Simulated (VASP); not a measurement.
Output of a VASP run:

File OUTCAR:
```
 ion  position               nearest neighbor table
   1  0.000  0.000  0.000-   2 2.48   3 2.48   3 2.48   2 2.48   3 2.48   2 2.48
   2  0.333  0.667  0.234-   1 2.48   1 2.48   1 2.48
   3  0.667  0.333  0.766-   1 2.48   1 2.48   1 2.48
  LATTYP: Found a hexagonal cell.
 ALAT       =     3.6728944130
 C/A-ratio  =     1.4854558056
 Subroutine PRICEL returns:
 Original cell was already a primitive cell.
 Subroutine GETGRP returns: Found 12 space group operations
The static configuration has the point symmetry D_3d.
The dynamic configuration has the point symmetry D_3d.
 Subroutine INISYM returns: Found 12 space group operations
 Subroutine IBZKPT returns following result:
 Found     40 irreducible k-points:

 Following reciprocal coordinates:
            Coordinates               Weight
  0.000000  0.000000  0.000000      1.000000
  0.125000 -0.000000  0.000000      6.000000
  0.250000 -0.000000  0.000000      6.000000
  0.375000  0.000000  0.000000      6.000000
  0.500000 -0.000000  0.000000      3.000000
  0.125000  0.125000  0.000000      6.000000
  0.250000  0.125000  0.000000     12.000000
  0.375000  0.125000  0.000000     12.000000
  0.250000  0.250000  0.000000      6.000000
  0.375000  0.250000  0.000000      6.000000
  0.000000  0.000000  0.200000      2.000000
  0.125000 -0.000000  0.200000      6.000000
 -0.000000  0.125000  0.200000      6.000000
  0.250000 -0.000000  0.200000      6.000000
 -0.000000  0.250000  0.200000      6.000000
  0.375000  0.000000  0.200000      6.000000
  0.000000  0.375000  0.200000      6.000000
  0.500000 -0.000000  0.200000      6.000000
  0.125000  0.125000  0.200000     12.000000
  0.250000  0.125000  0.200000     12.000000
 -0.125000  0.375000  0.200000     12.000000
  0.375000  0.125000  0.200000     12.000000
 -0.125000  0.500000  0.200000     12.000000
  0.250000  0.250000  0.200000     12.000000
  0.375000  0.250000  0.200000     12.000000
  0.000000  0.000000  0.400000      2.000000
  0.125000 -0.000000  0.400000      6.000000
 -0.000000  0.125000  0.400000      6.000000
  0.250000 -0.000000  0.400000      6.000000
 -0.000000  0.250000  0.400000      6.000000
  0.375000  0.000000  0.400000      6.000000
  0.000000  0.375000  0.400000      6.000000
  0.500000 -0.000000  0.400000      6.000000
  0.125000  0.125000  0.400000     12.000000
  0.250000  0.125000  0.400000     12.000000
 -0.125000  0.375000  0.400000     12.000000
  0.375000  0.125000  0.400000     12.000000
 -0.125000  0.500000  0.400000     12.000000
  0.250000  0.250000  0.400000     12.000000
  0.375000  0.250000  0.400000     12.000000
   k-points           NKPTS =     40   k-points in BZ     NKDIM =     40   number of bands    NBANDS=     15
   number of dos      NEDOS =    601   number of ions     NIONS =      3
   total plane-waves  NPLWV =  32928
   dimension x,y,z NGX =    28 NGY =   28 NGZ =   42
   dimension x,y,z NGXF=    56 NGYF=   56 NGZF=   84
   ions per type =               1   2
   PREC   = accura    normal or accurate (medium, high low for compatibility)
   ISTART =      0    job   : 0-new  1-cont  2-samecut
   ICHARG =      2    charge: 1-file 2-atom 10-const
   ISPIN  =      1    spin polarized calculation?
   LNONCOLLINEAR =      F non collinear calculations
   LSORBIT =      F    spin-orbit coupling
   INIWAV =      1    electr: 0-lowe 1-rand  2-diag
   ENCUT  =  520.0 eV  38.22 Ry    6.18 a.u.   6.83  6.83 10.14*2*pi/ulx,y,z
   NELM   =    100;   NELMIN=  2; NELMDL= -5     # of ELM steps
   EDIFF  = 0.1E-06   stopping-criterion for ELM
   LREAL  =      F    real-space projection
   NLSPLINE    = F    spline interpolate recip. space projectors
   LMAXMIX     =    6 max onsite mixed and CHGCAR
   VOSKOWN=      0    Vosko Wilk Nusair interpolation
   EDIFFG = 0.1E-05   stopping-criterion for IOM
   NSW    =      0    number of steps for IOM
...
```

File OSZICAR:
```
       N       E                     dE             d eps       ncg     rms          rms(c)
DAV:   1     0.125637946055E+03    0.12564E+03   -0.10341E+04  1208   0.128E+03
DAV:   2    -0.412047151969E+01   -0.12976E+03   -0.12706E+03  1530   0.244E+02
DAV:   3    -0.997208434274E+01   -0.58516E+01   -0.58180E+01  1557   0.566E+01
DAV:   4    -0.100454795725E+02   -0.73395E-01   -0.73381E-01  1516   0.676E+00
DAV:   5    -0.100470749879E+02   -0.15954E-02   -0.15954E-02  1592   0.983E-01    0.142E+01
DAV:   6    -0.885425982370E+01    0.11928E+01   -0.10369E+01  1200   0.332E+01    0.114E+01
DAV:   7    -0.836305388044E+01    0.49121E+00   -0.21115E+00  1214   0.158E+01    0.478E+00
DAV:   8    -0.837642499336E+01   -0.13371E-01   -0.19839E-01  1347   0.323E+00    0.178E+00
DAV:   9    -0.837131076107E+01    0.51142E-02   -0.26737E-02  1410   0.192E+00    0.390E-01
DAV:  10    -0.837169501291E+01   -0.38425E-03   -0.31166E-03  1536   0.438E-01    0.978E-02
DAV:  11    -0.837174558562E+01   -0.50573E-04   -0.16970E-04  1445   0.147E-01    0.294E-02
DAV:  12    -0.837174445872E+01    0.11269E-05   -0.18729E-05  1487   0.420E-02    0.141E-02
DAV:  13    -0.837174358688E+01    0.87184E-06   -0.32204E-06  1452   0.155E-02    0.756E-03
DAV:  14    -0.837174374320E+01   -0.15632E-06   -0.48807E-07  1409   0.698E-03    0.257E-03
DAV:  15    -0.837174387703E+01   -0.13384E-06   -0.33388E-08   754   0.159E-03    0.419E-04
DAV:  16    -0.837174387722E+01   -0.18963E-09   -0.49016E-09   684   0.693E-04
   1 F= -.83717439E+01 E0= -.83717439E+01  d E =0.000000E+00
```

### OUTCAR
```
------------------------ aborting loop because EDIFF is reached ----------------------------------------
  FORCE on cell =-STRESS in cart. coord.  units (eV):
  Direction    XX          YY          ZZ          XY          YZ          ZX
  --------------------------------------------------------------------------------------
  Total        0.0018932      0.0018932     -0.0017362      0.0000000     -0.0000000      0.0000000
  in kB        0.0475872      0.0475872     -0.0436412      0.0000000     -0.0000000      0.0000000
  external PRESSURE =       0.0171777 kB  Pullay stress =       0.0000000 kB
  volume of cell :       63.74
      direct lattice vectors                 reciprocal lattice vectors
     1.836447173 -3.180819887  0.000000000     0.272264842 -0.157192176  0.000000000
     1.836447173  3.180819887  0.000000000     0.272264842  0.157192176  0.000000000
     0.000000000  0.000000000  5.455922329     0.000000000  0.000000000  0.183287067
 POSITION                                       TOTAL-FORCE (eV/Angst)
 -----------------------------------------------------------------------------------
      0.00000      0.00000      0.00000        -0.000000      0.000000      0.000000
      1.83645      1.06028      1.27733         0.000000     -0.000000     -0.001374
      1.83645     -1.06028      4.17859        -0.000000     -0.000000      0.001374
 -----------------------------------------------------------------------------------
    total drift:                                0.000000     -0.000000      0.000000
  FREE ENERGIE OF THE ION-ELECTRON SYSTEM (eV)
  ---------------------------------------------------
  free  energy   TOTEN  =        -8.3717438772 eV

  energy  without entropy=       -8.3717438772  energy(sigma->0) =       -8.37174388

 total charge

# of ion       s       p       d       tot
------------------------------------------
    1        0.651   0.616   7.902   9.168
    2        1.382   2.265   0.000   3.647
    3        1.382   2.265   0.000   3.647
--------------------------------------------------
tot          3.414   5.146   7.902  16.462

 Electric field gradients after diagonalization (V/A^2)
 (convention: |V_zz| > |V_xx| > |V_yy|)
----------------------------------------------------------------------
 ion       V_xx      V_yy      V_zz     asymmetry (V_yy - V_xx)/ V_zz
----------------------------------------------------------------------
   1     -49.594   -49.592    99.186       0.000
   2      25.652    25.651   -51.302       0.000
   3      25.652    25.651   -51.302       0.000
```
(Selected blocks of OUTCAR.)

POSCAR:
```
PtS2
1
    1.8364471726    -3.1808198867     0.0000000000
    1.8364471726     3.1808198867     0.0000000000
    0.0000000000     0.0000000000     5.4559223291
Pt S
1 2
Direct
  0.0000000000   0.0000000000   0.0000000000
  0.3333330000   0.6666670000   0.2341180838
  0.6666670000   0.3333330000   0.7658819162
```

Problem. Write an INCAR and KPOINTS that could have produced this output.

Solution. This is not unique; one that fits is the input of the run itself, vdW-DF2, plane waves, VASP's PBE PAW potentials (set 64).

**INCAR**
```
! general
SYSTEM   = PtS2
PREC     = Accurate
ENCUT    = 520   ! plane-wave cut-off (eV)
LREAL    = .False.   ! projection in real space or not
LASPH    = .True.   ! aspherical one-centre terms

! electronic loop
EDIFF    = 1E-7   ! SCF stop (eV)
NELM     = 100   ! most electronic steps
ALGO     = Normal
LMAXMIX  = 6   ! l cut-off of mixed one-centre charges

! smearing
ISMEAR   = -5   ! tetrahedra, Bloechl

! functional
GGA      = ML
LUSE_VDW = .True.
AGGAC    = 0.0
ZAB_VDW  = -1.8867

! ions
ISIF     = 2   ! forces and stress, cell fixed

! output
LWAVE    = .False.
LCHARG   = .True.
LORBIT   = 11
NEDOS    = 601

! other
LEFG     = .True.
```

KPOINTS:
```
Regular mesh
0
G
  8 8 5
0 0 0
```

POTCAR, in this order: Pt S (PBE.64 set). Program: vasp_std.

The compound is PtS2 in the 1T layered structure. It was relaxed first, which changed the volume by +17 %.
